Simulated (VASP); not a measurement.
Here is a VASP 6.6.1 calculation.

INCAR

```
SYSTEM = Fe2O3
ALGO = Normal
AMIX = 0.2
AMIX_MAG = 0.8
BMIX = 1E-4
BMIX_MAG = 1E-4
EDIFF = 1E-7
EDIFFG = -0.005
ENCUT = 600
GGA = PE
IBRION = 2
ISIF = 3
ISMEAR = 1
ISPIN = 2
KPAR = 4
LASPH = .True.
LCHARG = .False.
LMAXMIX = 4
LORBIT = 11
LREAL = .False.
LWAVE = .False.
MAGMOM = 5 5 -5 -5 0 0 0 0 0 0
NELM = 150
NSW = 90
PREC = Accurate
SIGMA = 0.1
```

The input KPOINTS:

```
k-points
0
Gamma
  9 9 9
  0 0 0
```

POSCAR

```
Fe2O3                                   
1.0
    2.5395086567      1.4661860085      4.5447865815
   -2.5395086567      1.4661860085      4.5447865815
   -0.0000000000     -2.9323720171      4.5447865815
  Fe              O             
     4     6
Direct
     0.3533720969180555    0.3533720969180555    0.3533720969180555
     0.1466279030819445    0.1466279030819445    0.1466279030819445
     0.6466279030819445    0.6466279030819445    0.6466279030819445
     0.8533720969180555    0.8533720969180555    0.8533720969180555
     0.5543713818121236    0.9456286181878764    0.2500000000000000
     0.2500000000000026    0.5543713818121263    0.9456286181878711
     0.9456286181878737    0.2499999999999974    0.5543713818121289
     0.4456286181878762    0.0543713818121237    0.7500000000000000
     0.7499999999999974    0.4456286181878737    0.0543713818121288
     0.0543713818121263    0.7500000000000026    0.4456286181878712
```

Potentials or basis: VASP PAW PBE potentials, release 64 (Fe, O).

The run is started by

```bash
$ cat potpaw_PBE.64/Fe/POTCAR potpaw_PBE.64/O/POTCAR > POTCAR
$ mpirun -np 4 vasp_std > vasp.out
```

Q: Predict the net moment.

A: 0.00 μB per cell.

Q: Predict the site moments.

A: Fe +3.64, -3.64; O -0.07, +0.07 μB.

Forces on the atoms (eV/Å):
```
Fe   0.000  0.000 -0.005
Fe   0.000  0.000  0.005
Fe   0.000  0.000  0.005
Fe   0.000  0.000 -0.005
O    0.001  0.000  0.000
O   -0.001  0.001  0.000
O   -0.001 -0.001  0.000
O   -0.001  0.000  0.000
O    0.001 -0.001  0.000
O    0.001  0.001  0.000
```
